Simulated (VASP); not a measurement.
OSZICAR of a VASP run on BAs (zinc blende):

File OSZICAR:
```
       N       E                     dE             d eps       ncg     rms          rms(c)
DAV:   1     0.159334829561E+02    0.15933E+02   -0.44717E+03   752   0.103E+03
DAV:   2    -0.116664425799E+02   -0.27600E+02   -0.26915E+02  1176   0.116E+02
DAV:   3    -0.120594786220E+02   -0.39304E+00   -0.39304E+00   824   0.180E+01
DAV:   4    -0.120601846443E+02   -0.70602E-03   -0.70602E-03  1152   0.793E-01
DAV:   5    -0.120601851025E+02   -0.45827E-06   -0.45827E-06   840   0.108E-02    0.502E+00
DAV:   6    -0.114682038317E+02    0.59198E+00   -0.18808E+00   792   0.716E+00    0.248E+00
DAV:   7    -0.114065140593E+02    0.61690E-01   -0.21673E-01  1056   0.282E+00    0.966E-01
DAV:   8    -0.113994555438E+02    0.70585E-02   -0.21809E-02   808   0.104E+00    0.118E-01
DAV:   9    -0.113997826895E+02   -0.32715E-03   -0.58929E-04   960   0.200E-01    0.683E-02
DAV:  10    -0.113999637966E+02   -0.18111E-03   -0.28858E-04   880   0.126E-01    0.165E-02
DAV:  11    -0.113999692077E+02   -0.54111E-05   -0.10734E-05  1136   0.262E-02    0.142E-02
DAV:  12    -0.113999687734E+02    0.43430E-06   -0.24858E-06   792   0.110E-02
   1 F= -.97168054E+01 E0= -.97168054E+01  d E =-.971681E+01
       N       E                     dE             d eps       ncg     rms          rms(c)
DAV:   1    -0.113333127953E+02    0.66656E-01   -0.11277E+00   856   0.840E+00    0.107E+00
DAV:   2    -0.113079362842E+02    0.25377E-01   -0.37995E-02   824   0.125E+00    0.520E-01
DAV:   3    -0.112995020800E+02    0.84342E-02   -0.18203E-02   808   0.756E-01    0.192E-01
DAV:   4    -0.112990311871E+02    0.47089E-03   -0.85677E-04   960   0.203E-01    0.105E-01
DAV:   5    -0.112989962002E+02    0.34987E-04   -0.73160E-05   976   0.611E-02    0.502E-02
DAV:   6    -0.112989959110E+02    0.28922E-06   -0.37194E-06   880   0.147E-02
   2 F= -.97165227E+01 E0= -.97165227E+01  d E =0.282710E-03
       N       E                     dE             d eps       ncg     rms          rms(c)
DAV:   1    -0.113706368733E+02   -0.71641E-01   -0.27244E-01   888   0.404E+00    0.520E-01
DAV:   2    -0.113642833651E+02    0.63535E-02   -0.10017E-02   784   0.635E-01    0.255E-01
DAV:   3    -0.113622114842E+02    0.20719E-02   -0.44461E-03   832   0.374E-01    0.832E-02
DAV:   4    -0.113620746278E+02    0.13686E-03   -0.23909E-04   920   0.105E-01    0.458E-02
DAV:   5    -0.113620643897E+02    0.10238E-04   -0.17015E-05   960   0.290E-02    0.240E-02
DAV:   6    -0.113620644322E+02   -0.42518E-07   -0.10664E-06   768   0.763E-03
   3 F= -.97300037E+01 E0= -.97300037E+01  d E =-.131983E-01
```

**Question.** Which electronic solver shows in the log?

**Answer.** It is blocked Davidson (ALGO = Normal, or the opening steps of other solvers). The INCAR had ALGO = Normal.

**Question.** Can the final energy be trusted as converged?

**Answer.** Self-consistency was reached. It stopped with EDIFF = 1E-6, NELM = 100, NSW = 40 and EDIFFG = -0.02 after 3 ionic steps (PBE GGA, plane waves, VASP's PBE PAW potentials (set 64)). Energy and stress use the plane-wave basis of the starting cell.

The compound is BAs in the zinc blende structure. This run relaxes it under an external pressure of 10 GPa. Symmetry was kept, so distortions that lower it aren't found.
